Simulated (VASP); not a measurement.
Consider the following.

```
CELL_PARAMETERS angstrom
      3.95830     0.00000     0.00000
      0.00000     3.95830     0.00000
      0.00000     0.00000     4.41417
ATOMIC_POSITIONS crystal
  Ba 0.00000 0.00000 0.02748
  Ti 0.50000 0.50000 0.54028
  O  0.50000 0.50000 0.94267
  O  0.00000 0.50000 0.47679
  O  0.50000 0.00000 0.47679
```

Method: RPBE GGA, VASP's PBE PAW potentials (set 64) (plane waves; VASP 6.6.1). Run with 520 eV cut-off, 6×6×5 Γ-centred mesh, Gaussian smearing of 0.050 eV, potentials Ba_sv Ti_sv O.

### Question
The ions and cell shape at fixed volume are relaxed. Which structure does the run end with?

### Answer

```
CELL_PARAMETERS angstrom
      4.00603     0.00000     0.00000
      0.00000     4.00603     0.00000
      0.00000     0.00000     4.30962
ATOMIC_POSITIONS crystal
  Ba 0.00000 0.00000 0.01600
  Ti 0.50000 0.50000 0.53417
  O  0.50000 0.50000 0.95331
  O  0.00000 0.50000 0.48026
  O  0.50000 0.00000 0.48026
```
Space group P4mm (99), at a tolerance of 0.03 Å.

### Question
How much energy does the relaxation gain?

### Answer
The energy (σ→0) changes by -3.4 meV/atom, in 11 ionic steps.

| step | E(σ→0) (eV) | max force (eV/Å) | pressure (GPa) | volume (Å³) |
|---|---|---|---|---|
| 1 | -38.0220 | 0.464 | 4.39 | 69.16 |
| 2 | -38.0255 | 0.307 | 3.16 | 69.16 |
| 3 | -38.0271 | 0.106 | 3.59 | 69.16 |
| 4 | -38.0314 | 0.098 | 3.20 | 69.16 |
| 5 | -38.0357 | 0.130 | 2.14 | 69.16 |
| 6 | -38.0358 | 0.111 | 2.28 | 69.16 |
| 7 | -38.0379 | 0.073 | 1.95 | 69.16 |
| 8 | -38.0385 | 0.095 | 1.68 | 69.16 |
| 9 | -38.0386 | 0.105 | 1.84 | 69.16 |
| 10 | -38.0388 | 0.039 | 1.77 | 69.16 |
| 11 | -38.0391 | 0.010 | 1.73 | 69.16 |

The compound is BaTiO3 in the tetragonal perovskite structure. This cell is one point of a volume scan, at 0.97 of the reference volume. Symmetry was kept, so distortions that lower it aren't found.
